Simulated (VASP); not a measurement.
Here is a VASP 6.6.1 calculation.

Contents of INCAR:

```
PREC = Accurate
ENCUT = 350
EDIFF = 1E-8
ISMEAR = 0
SIGMA = 0.1
LREAL = F
LASPH = T
NELM = 100
ALGO = Normal
ISIF = 3
LWAVE = F
LCHARG = F
GGA = PE
NBANDS = 13
IBRION = 6
NFREE = 2
POTIM = 0.015
NSW = 1
```

File KPOINTS:

```
Automatic mesh
0
Gamma
  18 18 18
```

File POSCAR:

```
Mo                                      
1.0
   -1.5411006186      1.5411006186      1.5411006186
    1.5411006186     -1.5411006186      1.5411006186
    1.5411006186      1.5411006186     -1.5411006186
  Mo            
     1
Direct
     0.0000000000000000    0.0000000000000000    0.0000000000000000
```

Potentials or basis: VASP PAW PBE potentials, release 64 (Mo_sv).

Launch:

```console
$ cat potpaw_PBE.64/Mo_sv/POTCAR > POTCAR
$ mpirun -np 1 vasp_std > vasp.out
```

Estimate the elastic constants C11, C12, C44.

601, 200, 148 GPa.

Predict the Voigt bulk modulus.

334 GPa.

Elastic tensor in Voigt notation (GPa, in the Cartesian axes of the cell as first typed):
```
601 200 200   0   0   0
200 601 200   0   0   0
200 200 601   0   0   0
  0   0   0 148   0   0
  0   0   0   0 148   0
  0   0   0   0   0 148
```

Caveat: elastic constants of metals need much finer meshes, so these are rough.
